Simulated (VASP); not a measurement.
Here is the system:

```
Sr
1.0
    0.00000     3.04000     3.04000
    3.04000     0.00000     3.04000
    3.04000     3.04000     0.00000
Sr
1
Direct
  0.00000   0.00000   0.00000
```

Computed with PBE GGA with D3 dispersion (zero damping), VASP's PBE PAW potentials (set 64) (plane waves; VASP). Settings: 520 eV cut-off, 9×9×9 Γ-centred mesh, first-order Methfessel-Paxton smearing of 0.10 eV, potentials Sr_sv.

Energy and stress use the plane-wave basis of the starting cell.

Problem. The ions, cell shape and volume are relaxed. Give the cell that the relaxation ends in.

Solution. 
```
Sr
1.0
    0.00000     2.99124     2.99124
    2.99124     0.00000     2.99124
    2.99124     2.99124     0.00000
Sr
1
Direct
  0.00000   0.00000   0.00000
```
Space group Fm-3m (225), at a tolerance of 0.03 Å.

Problem. How do energy and volume change from the first to the last step?

Solution. The energy (σ→0) changes by -4.4 meV/atom and the volume by -4.7 %, in 3 ionic steps.

The compound is Sr in the fcc structure. This run relaxes it. Symmetry was kept, so distortions that lower it aren't found.
